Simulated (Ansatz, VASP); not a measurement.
# Cross-check of TiO2 (Rutile) between VASP and Ansatz

Wanted: the spread between two codes on one cell, functional and k mesh. The structure shown is the start of the Ansatz relaxation below; VASP solves that cell, so the two are compared at the walk's first step.

Calculated with Ansatz 0.2.0; plane waves, with VASP 6.6.1 beside it; single point at PBE.

## 1. Set-up

It takes space group P4_2/mnm (No. 136, tetragonal). The conventional cell has a = 4.458 Å, b = 4.458 Å, c = 2.894 Å, α = 90.00°, β = 90.00°, γ = 90.00°. O has 3 Ti at 1.91 Å nearest. Nearest to Ti lie 6 O at 1.91 Å. Farther neighbours and most contacts between anions are not listed.

## 2. Ansatz: relaxation, PBE

Ansatz runs on its PAW soft_1 files.

The two programs are compared at the cell with which this relaxation starts, whose forces are those of its first step.

input.yaml

```yaml
crystal:
  lattice:
    - [4.4579040174, 0.0, 0.0]
    - [0.0, 4.4579040174, 0.0]
    - [0.0, 0.0, 2.8940787709]
  atoms:
    - { symbol: O, position: [0.30258404, 0.30258404, 0.0] }
    - { symbol: O, position: [0.19741596, 0.80258404, 0.5] }
    - { symbol: O, position: [0.69741596, 0.69741596, 0.0] }
    - { symbol: O, position: [0.80258404, 0.19741596, 0.5] }
    - { symbol: Ti, position: [0.0, 0.0, 0.0] }
    - { symbol: Ti, position: [0.5, 0.5, 0.5] }
kpoints:
  mp_grid: { grid: [8, 8, 12] }
hamiltonian:
  xc: pbe
  pseudopotentials: { kind: paw, azcp: { folder: soft_1 } }
scf:
  occupations: { method: fixed }
output:
  forces: true
  stress: true
  eigenvalues: true
relax:
  adjacent_minimum: "off"
  f_tol: 0.001
  max_steps: 60
  cell: { stress_tol: 0.01, fix: [volume] }
```

Command:

```console
$ ansatz run input.yaml --threads 4 --pin off --max-ram 16384MiB --backend cpu --events-out ev --progress --plain --runs-dir out
```

Numbers of over 12 decimals in the logs are rounded to 6 here.

What it wrote:

```text
Engine: ansatz 0.2.0, x86_64-unknown-linux-gnu
Pseudopotentials: kind: paw
Pseudopotential: O, paw, valence charge 6, recommended cutoff 420 eV (normal), soft_1/O.paw.azcp
Pseudopotential: Ti, paw, valence charge 12, recommended cutoff 420 eV (normal), soft_1/Ti.paw.azcp
Functional definition: PBE
  parameter kappa = 0.804
  parameter beta = 0.066725
  exchange = pbe_x(kappa = kappa, mu = beta*pi^2/3)
  correlation = pbe_c(beta = beta)
Crystal: 6 atoms, lattice volume = 57.514 Å³
Basis set: ecut = 420 eV, 1153 PW (Γ), exchange–correlation on 60×60×40 points (8 copies of the dense FFT grid, shifted against one another)
Bands: 30, of which v1, the nominal top of the filled ones, is band 24 counted from 1 (23 counted from 0)
Symmetry: 16 space group operations
Space group: P42/mnm (ITA 136), of the structure as read, at distance tolerance 3.9e-5 Å
k-points: 105 of 768
Non-local potential: O, projectors of the file, l = 0: 2, l = 1: 2, l = 2: 1
Non-local potential: Ti, projectors of the file, l = 0: 3, l = 1: 2, l = 2: 3, l = 3: 1
PAW form: soft (Blöchl's): semilocal exchange-correlation on the pseudo side does not see the compensation charge
PAW one-centre angular grid: O, 110 points (default); XC on 64 Gauss nodes
PAW one-centre angular grid: Ti, 590 points (default); XC on 64 Gauss nodes
Initial density: superposition of atomic densities (chi_scale 0.1, normalization cell, long waves kept (reshape's long-wave potential 0.00 eV rms))
Initial wavefunctions: pseudopotential atomic-orbital guess
Functional: x = pbe(κ = 0.804, μ = 0.219515), c = pbe(β = 0.066725)
SCF iter   1: F=—  HF=-7277.277913 eV  |F-HF|=—  |Δ(HF+E_count)|=         —  Δρ=7.83e-2  dr2=3.29e0  ethr=3.10e-3  ⟨swp⟩=3.8  Hψ=9960  notcnv=0  defer=239
preconditioner: auto → Resta (q_TF=auto, 2.647 Å⁻¹)  ε∞=8.3  [insulator: Δε(μ)=2.352 eV  Ē_g=10.269 eV  n_scr=18 (ndim 8)  ℏωp=27.7 eV  f_vac=0.000  ε∞_Penn≈8.3]
SCF iter   2: F=—  HF=-7276.892689 eV  |F-HF|=—  |Δ(HF+E_count)|=   3.85e-1  Δρ=4.12e-2  dr2=7.99e-1  ethr=3.10e-3  ⟨swp⟩=2.0  Hψ=5960  notcnv=0  defer=160
SCF iter   3: F=—  HF=-7276.823827 eV  |F-HF|=—  |Δ(HF+E_count)|=   6.89e-2  Δρ=2.36e-2  dr2=3.22e-1  ethr=1.66e-3  ⟨swp⟩=2.0  Hψ=4698  notcnv=0  defer=166
SCF iter   4: F=—  HF=-7276.807495 eV  |F-HF|=—  |Δ(HF+E_count)|=   1.63e-2  Δρ=5.33e-3  dr2=1.48e-2  ethr=6.71e-4  ⟨swp⟩=2.0  Hψ=5011  notcnv=0  defer=314
SCF iter   5: F=—  HF=-7276.814456 eV  |F-HF|=—  |Δ(HF+E_count)|=   6.96e-3  Δρ=1.60e-3  dr2=1.48e-3  ethr=3.09e-5  ⟨swp⟩=2.1  Hψ=4849  notcnv=0  defer=416
SCF iter   6: F=—  HF=-7276.815581 eV  |F-HF|=—  |Δ(HF+E_count)|=   1.12e-3  Δρ=2.72e-4  dr2=3.00e-5  ethr=3.08e-6  ⟨swp⟩=2.0  Hψ=4687  notcnv=0  defer=420
SCF iter   7: F=—  HF=-7276.815606 eV  |F-HF|=—  |Δ(HF+E_count)|=   2.57e-5  Δρ=5.43e-5  dr2=1.52e-6  ethr=6.26e-8  ⟨swp⟩=2.0  Hψ=4716  notcnv=0  defer=163
SCF iter   8: F=-7276.815608 eV  HF=-7276.815608 eV  |F-HF|=1.87e-8  |Δ(HF+E_count)|=   1.29e-6  Δρ=9.63e-6  dr2=3.99e-8  ethr=2.08e-10  ⟨swp⟩=7.8  Hψ=15659  notcnv=0
SCF 1 converged in 8 iterations: F = -7276.815608 eV  dr2 = 3.99e-8
  greatest PAW one-centre occupation: 0.999 electrons in one spin orbital (limit 2), on the Ti atom at site 5 (counted from 0), in its partial waves of l = 0
relax step   1: F+E_penalty+E_count = -7276.81560767 eV  Δ(F+E_penalty+E_count) = +0.000e0 eV  max|allowed force component| = 6.405e-2 eV/Å  Δτ_max = 0.0000 Å  P = +28.243 GPa  Ω = 57.514 Å³  fix = [volume]  reactions: volume +28.243 GPa  (8 SCF iters, dr2 threshold 1.00e-7 eV, accepted)
[...]
relax step   2: F+E_penalty+E_count = -7276.81627228 eV  Δ(F+E_penalty+E_count) = -6.646e-4 eV  max|allowed force component| = 4.557e-2 eV/Å  Δτ_max = 0.0006 Å  P = +28.137 GPa  Ω = 57.514 Å³  energy of the carried Pulay correction = -2.767e-17 eV  fix = [volume]  reactions: volume +28.137 GPa  (4 SCF iters, dr2 threshold 6.00e-7 eV, accepted)
[...]
relax step   3: F+E_penalty+E_count = -7276.81669714 eV  Δ(F+E_penalty+E_count) = -4.249e-4 eV  max|allowed force component| = 2.876e-3 eV/Å  Δτ_max = 0.0022 Å  P = +27.970 GPa  Ω = 57.514 Å³  energy of the carried Pulay correction = -2.767e-17 eV  fix = [volume]  reactions: volume +27.970 GPa  (5 SCF iters, dr2 threshold 6.00e-7 eV, accepted)
[...]
relax step   4: F+E_penalty+E_count = -7276.81669880 eV  Δ(F+E_penalty+E_count) = -1.666e-6 eV  max|allowed force component| = 1.142e-4 eV/Å  Δτ_max = 0.0002 Å  P = +27.973 GPa  Ω = 57.514 Å³  energy of the carried Pulay correction = -2.767e-17 eV  fix = [volume]  reactions: volume +27.973 GPa  (5 SCF iters, dr2 threshold 5.51e-10 eV, accepted)
[...]
relax step   5: F+E_penalty+E_count = -7276.81671391 eV  Δ(F+E_penalty+E_count) = -1.511e-5 eV  max|allowed force component| = 1.426e-4 eV/Å  Δτ_max = 0.0000 Å  P = +27.973 GPa  Ω = 57.514 Å³  fix = [volume]  reactions: volume +27.973 GPa  stress off target by 4.98e-3 GPa on what of the cell is left free  SCF on the basis re-selected at this cell (its energy is not comparable with the rows above)  (6 SCF iters)
basis re-selected at this cell: Δ(F+E_penalty+E_count) = -1.511e-5 eV, ΔP = +0.000 GPa vs the last step (what re-selecting the basis moved, of the pressure what is left beyond the Pulay correction that the steps carried, after the strain that the cell walked since its last selection, with what the two solves' SCF thresholds leave and, on support functions, any second-order correction that the steps lacked; it is no m [...]
SCF converged after 6 iterations
Free energy (F): -7276.816714 eV
Harris-Foulkes:  -7276.816714 eV  (|F-HF|=1.82e-12)
Internal energy: -7276.816714 eV  (E = F + TS)
E sigma→0 (E₀):  -7276.816714 eV
Fermi energy:    10.377814 eV
--- Per-component energies (eV) ---
  E_band       = -336.896416
  E_kinetic    = 1244.934417
  E_local      = -3045.147832  (includes V_loc(G=0)·N_el)
  E_nonlocal   = 325.541608
  E_hartree    = 1158.745587
  E_xc         = -523.612505
  E_vxc        = -663.035437  (∫ρ·V_xc dr)
  E_paw        = -2732.870558  (= ΣΔE_a)
  E_vpaw       = -516.683411  (= ΣTr[D̂ρ^β])
  E_aug_tail   = 0.003038  (compensation charges beyond the density's cutoff)
  E_ewald      = -3704.410468
  E_smearing   = -0.000000  (= −TS)
  E_closure    = -0.000000  (closes the sum)
  Σ components = -7276.816714   (vs F -7276.816714, Δ=0.00e0)
--- Forces (eV/Å), atoms counted from 1 ---
  atom   1  O     -0.00014256    -0.00014256     0.00000000
  atom   2  O      0.00014256    -0.00014256     0.00000000
  atom   3  O      0.00014256     0.00014256     0.00000000
  atom   4  O     -0.00014256     0.00014256     0.00000000
  atom   5  Ti     0.00000000     0.00000000     0.00000000
  atom   6  Ti     0.00000000     0.00000000     0.00000000
  max |Σ_I F_I| component: 3.47e-18 eV/Å
--- Stress (GPa, compression-positive) ---
       27.970590       0.000000       0.000000
        0.000000      27.970590       0.000000
        0.000000       0.000000      27.978058
  P = ⅓ Tr σ = 27.9731 GPa (279.731 kbar)
--- Band table (eV; the first three rows and the last of 105) ---
  k-point 0: bands = [... 20 lower, 9.6188, 9.8908, 9.8908, 10.3778, 12.3659, 12.6783, 12.9132, 13.0651, ... 2 higher]
  k-point 1: bands = [... 20 lower, 9.2956, 9.7352, 9.7352, 10.3255, 12.5754, 12.7588, 12.8734, 13.1692, ... 2 higher]
  k-point 2: bands = [... 20 lower, 8.5738, 9.3267, 9.3267, 10.1317, 12.8076, 12.9326, 13.0063, 13.4367, ... 2 higher]
  k-point 104: bands = [... 20 lower, 8.8488, 8.8488, 9.7070, 9.7070, 13.2409, 13.2409, 13.8426, 13.8426, ... 2 higher]
--- Relaxed structure (4 steps of the walk, 4 accepted, 1 SCFs on fresh bases) ---
  F+E_penalty+E_count = -7276.81671391 eV   max|allowed force component| = 1.426e-4 eV/Å   (the final SCF, on the basis selected at the relaxed cell)
  cell:  # Å, volume = 57.5138 Å³
    - [4.452505, 0, 0.0]
    - [0, 4.452505, 0.0]
    - [0.0, 0.0, 2.901102]
  atoms:
    - { symbol: O, position: [0.302167, 0.302167, 0.0] }
    - { symbol: O, position: [0.197833, 0.802167, 0.5] }
    - { symbol: O, position: [0.697833, 0.697833, 0.0] }
    - { symbol: O, position: [0.802167, 0.197833, 0.5] }
    - { symbol: Ti, position: [0, 0, 0.0] }
    - { symbol: Ti, position: [0.5, 0.5, 0.5] }
```

## 3. VASP: single point, PBE, start cell, pair 1

The same cell, functional and mesh now go to VASP, with its own data sets.

Lines of VASP's logs that name or quote its potential files are left out, and so is its time.

INCAR

```
SYSTEM = TiO2
PREC = Accurate
ENCUT = 520
EDIFF = 1E-06
NELM = 120
ISMEAR = 0
SIGMA = 0.01
LREAL = .FALSE.
ALGO = Normal
GGA = PE
NBANDS = 30
LASPH = .TRUE.
LORBIT = 11
LWAVE = .FALSE.
LCHARG = .FALSE.
ISIF = 2
GGA_COMPAT = .FALSE.
EFERMI = MIDGAP
KPAR = 2
```

POSCAR

```
TiO2
1.0
    4.4579040000      0.0000000000      0.0000000000
    0.0000000000      4.4579040000      0.0000000000
    0.0000000000      0.0000000000      2.8940790000
O Ti
4 2
Direct
    0.3025841292      0.3025841292      0.0000000000
    0.1974158708      0.8025841292      0.4999998272
    0.6974158708      0.6974158708      0.0000000000
    0.8025841292      0.1974158708      0.4999998272
    0.0000000000      0.0000000000      0.0000000000
    0.5000000000      0.5000000000      0.4999998272
```

KPOINTS

```
Automatic mesh
0
Gamma
8 8 12
0 0 0
```

Potentials, in the order of the species: O and Ti_sv (PBE family, release 64).

Command:

```console
$ mpirun -np 2 vasp_std
```

What it wrote:

```text
[banner, memory and clock lines left out]
running    2 mpi-ranks, on    1 nodes
 distrk:  each k-point on    1 cores,    2 groups
 distr:  one band on    1 cores,    1 groups

 POSCAR found type information on POSCAR O Ti
 POSCAR found :  2 types and       6 ions
 LDA part: xc-table for (Slater+PW92), standard interpolation
 POSCAR, INCAR and KPOINTS ok, starting setup
 FFT: planning ... GRIDC
 FFT: planning ... GRID_SOFT
 FFT: planning ... GRID
 WAVECAR not read
 entering main loop
       N       E                     dE             d eps       ncg     rms          rms(c)
DAV:   1     0.679813676808E+03    0.67981E+03   -0.24907E+04  6300   0.192E+03
DAV:   2     0.408168428335E+02   -0.63900E+03   -0.60638E+03  6802   0.564E+02
DAV:   3    -0.649515025178E+02   -0.10577E+03   -0.10296E+03  9510   0.208E+02
DAV:   4    -0.697862462488E+02   -0.48347E+01   -0.48290E+01  8556   0.446E+01
DAV:   5    -0.699579612351E+02   -0.17171E+00   -0.17169E+00  8474   0.726E+00    0.346E+01
DAV:   6    -0.531946421958E+02    0.16763E+02   -0.94489E+01  7674   0.101E+02    0.112E+01
DAV:   7    -0.532073703483E+02   -0.12728E-01   -0.12047E+01  7714   0.296E+01    0.917E+00
DAV:   8    -0.532955644760E+02   -0.88194E-01   -0.28690E+00  7416   0.178E+01    0.395E+00
DAV:   9    -0.531311429750E+02    0.16442E+00   -0.10106E+00  7328   0.102E+01    0.915E-01
DAV:  10    -0.531398686507E+02   -0.87257E-02   -0.87312E-02  7766   0.230E+00    0.512E-01
DAV:  11    -0.531360186914E+02    0.38500E-02   -0.16600E-02  7612   0.114E+00    0.640E-02
DAV:  12    -0.531361658319E+02   -0.14714E-03   -0.14109E-03  6494   0.423E-01    0.148E-01
DAV:  13    -0.531360141154E+02    0.15172E-03   -0.46320E-04  7424   0.240E-01    0.238E-02
DAV:  14    -0.531360139522E+02    0.16325E-06   -0.42788E-05  8864   0.602E-02    0.889E-03
DAV:  15    -0.531360152297E+02   -0.12776E-05   -0.34832E-06  5952   0.158E-02    0.171E-03
DAV:  16    -0.531360152163E+02    0.13462E-07   -0.22013E-07  3246   0.375E-03
   1 F= -.53136015E+02 E0= -.53136015E+02  d E =0.000000E+00
```

Parts of OUTCAR (step 3):

```text
ion  position               nearest neighbor table
   1  0.303  0.303  0.000-   5 1.91   6 1.91   6 1.91
   2  0.197  0.803  0.500-   6 1.91   5 1.91   5 1.91
   3  0.697  0.697  0.000-   5 1.91   6 1.91   6 1.91
   4  0.803  0.197  0.500-   6 1.91   5 1.91   5 1.91
   5  0.000  0.000  0.000-   1 1.91   3 1.91   2 1.91   4 1.91   2 1.91   4 1.91
   6  0.500  0.500  0.500-   2 1.91   4 1.91   3 1.91   1 1.91   1 1.91   3 1.91

  LATTYP: Found a simple tetragonal cell.
 ALAT       =     4.4579040000
 C/A-ratio  =     0.6492017325

 Subroutine GETGRP returns: Found 16 space group operations
 (whereof  8 operations were pure point group operations)

The static configuration has the point symmetry D_2h.
 The point group associated with its full space group is D_4h.

 Found    105 irreducible k-points:

   k-points           NKPTS =    105   k-points in BZ     NKDIM =    105   number of bands    NBANDS=     30

   dimension x,y,z NGX =    36 NGY =   36 NGZ =   24
   dimension x,y,z NGXF=    72 NGYF=   72 NGZF=   48

   ENCUT  =  520.0 eV  38.22 Ry    6.18 a.u.   8.29  8.29  5.38*2*pi/ulx,y,z

   NELECT =      48.0000    total number of electrons

 k-points in reciprocal lattice and weights: Automatic mesh
   0.00000000  0.00000000  0.00000000       0.001
   0.12500000  0.00000000  0.00000000       0.005
   0.25000000  0.00000000  0.00000000       0.005
   0.37500000  0.00000000  0.00000000       0.005
   0.50000000  0.00000000  0.00000000       0.003
   0.12500000  0.12500000  0.00000000       0.005
   0.25000000  0.12500000  0.00000000       0.010
   0.37500000  0.12500000  0.00000000       0.010
   0.50000000  0.12500000  0.00000000       0.005
[...]
0.50000000  0.37500000  0.50000000       0.005
   0.50000000  0.50000000  0.50000000       0.001

 average (electrostatic) potential at core
       1 -68.4822       2 -68.4822       3 -68.4822       4 -68.4822       5 -74.9896
       6 -74.9896

 E-fermi :   6.7785

 k-point     1 :       0.0000    0.0000    0.0000
  band No.  band energies     occupation
    ...
     20       3.6339      2.00000
     21       5.0369      2.00000
     22       5.2963      2.00000
     23       5.2963      2.00000
     24       5.7950      2.00000
     25       7.7620      0.00000
     26       8.0791      0.00000
     27       8.3266      0.00000
     28       8.4740      0.00000
     29       8.4740      0.00000
    ...

 k-point     2 :       0.1250    0.0000    0.0000
  band No.  band energies     occupation
    ...
     20       3.6339      2.00000
     21       4.9136      2.00000
     22       4.9848      2.00000
     23       5.1355      2.00000
     24       5.7292      2.00000
     25       7.8668      0.00000
     26       8.2171      0.00000
     27       8.4631      0.00000
     28       8.5536      0.00000
     29       8.5893      0.00000
    ...

 k-point     3 :       0.2500    0.0000    0.0000
  band No.  band energies     occupation
    ...
     20       3.6566      2.00000
     21       4.2324      2.00000
     22       4.6132      2.00000
     23       4.8684      2.00000
     24       5.5259      2.00000
     25       8.1061      0.00000
     26       8.4545      0.00000
     27       8.7589      0.00000
     28       8.7947      0.00000
     29       8.8490      0.00000
    ...

  Total       10.2095213     10.2095213     10.8078769     -0.0000000      0.0000000      0.0000000
  in kB      284.4095367    284.4095367    301.0780985     -0.0000000      0.0000000      0.0000000
  external PRESSURE =     289.9657240 kB  Pullay stress =       0.0000000 kB

  energy-cutoff  :      520.00
  volume of cell :       57.51
      direct lattice vectors                 reciprocal lattice vectors
     4.457904000  0.000000000  0.000000000     0.224320667  0.000000000  0.000000000
     0.000000000  4.457904000  0.000000000     0.000000000  0.224320667  0.000000000
     0.000000000  0.000000000  2.894079000     0.000000000  0.000000000  0.345533069

 POSITION                                       TOTAL-FORCE (eV/Angst)
 -----------------------------------------------------------------------------------
      1.34889      1.34889      0.00000        -0.078248     -0.078248      0.000000
      0.88006      3.57784      1.44704         0.078248     -0.078248      0.000000
      3.10901      3.10901      0.00000         0.078248      0.078248      0.000000
      3.57784      0.88006      1.44704        -0.078248      0.078248      0.000000
      0.00000      0.00000      0.00000         0.000000      0.000000      0.000000
      2.22895      2.22895      1.44704         0.000000      0.000000      0.000000
 -----------------------------------------------------------------------------------
    total drift:                                0.000000      0.000000      0.001924

  FREE ENERGIE OF THE ION-ELECTRON SYSTEM (eV)
  ---------------------------------------------------
  free  energy   TOTEN  =       -53.1360152163 eV

  energy  without entropy=      -53.1360152163  energy(sigma->0) =      -53.13601522

 total charge
# of ion       s       p       d       tot
------------------------------------------
    1        1.579   3.548   0.000   5.127
    2        1.579   3.548   0.000   5.127
    3        1.579   3.548   0.000   5.127
    4        1.579   3.548   0.000   5.127
    5        2.246   6.360   1.819  10.425
    6        2.246   6.360   1.819  10.425
--------------------------------------------------
tot         10.807  26.912   3.637  41.357

[... 3 further parts left out ...]
```

This run has no spin polarisation, so a moment on Ti, if there is one, isn't seen.

## 4. Side by side

Known differences besides the potentials themselves: fixed occupations in Ansatz, narrow Gaussian smearing in VASP; the cutoff is 420 eV in Ansatz and 520 eV in VASP. Total energies have different zeros and are not compared.

Forces (eV/Å; atoms numbered as in POSCAR):

| atom | Ansatz x, y, z | VASP x, y, z |
| --- | --- | --- |
| O1 | -0.064, -0.064, 0.000 | -0.078, -0.078, 0.000 |
| O2 | 0.064, -0.064, 0.000 | 0.078, -0.078, 0.000 |
| O3 | 0.064, 0.064, 0.000 | 0.078, 0.078, 0.000 |
| O4 | -0.064, 0.064, 0.000 | -0.078, 0.078, 0.000 |
| Ti5 | 0.000, 0.000, 0.000 | 0.000, 0.000, 0.000 |
| Ti6 | 0.000, 0.000, 0.000 | 0.000, 0.000, 0.000 |

The forces differ by 9.5 meV/Å r.m.s., which is 18.2 % of the r.m.s. force of 0.052 eV/Å (both taken over all components).

## 5. Other set-ups

Further runs change the set-up of one program: Ansatz's method, potentials or start, or VASP's data sets, cutoff or form of LDA. The table gives that difference for each run.

```
                         run  r.m.s. force difference (meV/Å)
                    as above                              9.5
VASP with a cutoff of 600 eV (perhaps on Ansatz's relaxed cell)                              8.0
```

## 6. Ansatz: relaxation, PBE

The two programs are compared at the cell with which this relaxation starts, whose forces are those of its first step. The cell compared in this pair holds 58.79 Å³, against 57.51 Å³ for the pair before.

The structure compared here is the start of the Ansatz relaxation; VASP solves that cell, so the two are compared at the walk's first step.

input.yaml, the sections that differ from step 2:

```yaml
crystal:
  lattice:
    - [4.4964012785, 0.0, 0.0]
    - [0.0, 4.4964012785, 0.0]
    - [0.0, 0.0, 2.9079502164]
  atoms:
    - { symbol: O, position: [0.3030796499, 0.3030796499, 0.0] }
    - { symbol: O, position: [0.1969203501, 0.8030796499, 0.5] }
    - { symbol: O, position: [0.6969203501, 0.6969203501, 0.0] }
    - { symbol: O, position: [0.8030796499, 0.1969203501, 0.5] }
    - { symbol: Ti, position: [0.0, 0.0, 0.0] }
    - { symbol: Ti, position: [0.5, 0.5, 0.5] }
# kpoints, hamiltonian, scf, output, relax: as in step 2
```

Command:

```console
$ ansatz run input.yaml --threads 4 --pin off --max-ram 16384MiB --backend cpu --events-out ev --progress --plain --runs-dir out
```

What it wrote:

```text
[...]
Crystal: 6 atoms, lattice volume = 58.792 Å³
Basis set: ecut = 420 eV, 1161 PW (Γ), exchange–correlation on 64×64×40 points (8 copies of the dense FFT grid, shifted against one another)
Bands: 30, of which v1, the nominal top of the filled ones, is band 24 counted from 1 (23 counted from 0)
Symmetry: 16 space group operations
[...]
k-points: 105 of 768
[...]
cell:  # Å, volume = 58.7918 Å³
    - [4.490684, 0, 0.0]
    - [0, 4.490684, 0.0]
    - [0.0, 0.0, 2.915360]
  atoms:
    - { symbol: O, position: [0.302584, 0.302584, 0.0] }
    - { symbol: O, position: [0.197416, 0.802584, 0.5] }
    - { symbol: O, position: [0.697416, 0.697416, 0.0] }
    - { symbol: O, position: [0.802584, 0.197416, 0.5] }
    - { symbol: Ti, position: [0, 0, 0.0] }
    - { symbol: Ti, position: [0.5, 0.5, 0.5] }
[key lines of the parts left out:]
SCF converged after 6 iterations
Free energy (F): -7277.011473 eV
Fermi energy:    10.019964 eV
P = ⅓ Tr σ = 20.9994 GPa (209.994 kbar)
```

(Continued in part 2 of 2.)

[Lines on the potential files, build, host, timing and source positions are cut from VASP's logs without a mark.]

[Logs are printed without paths, hosts, clocks, repeated set-up lines and the standing remarks that a program may print on its own settings, such as how far it seeks lower states.]

[Hosts, paths, dates, database ids (printed as entryN), source tags and the programs' standing remarks are cut or masked in the printed files.]

[Rows of further runs with another cutoff or data set may stand on the cell that Ansatz relaxed, not on the start cell of the pair above them.]
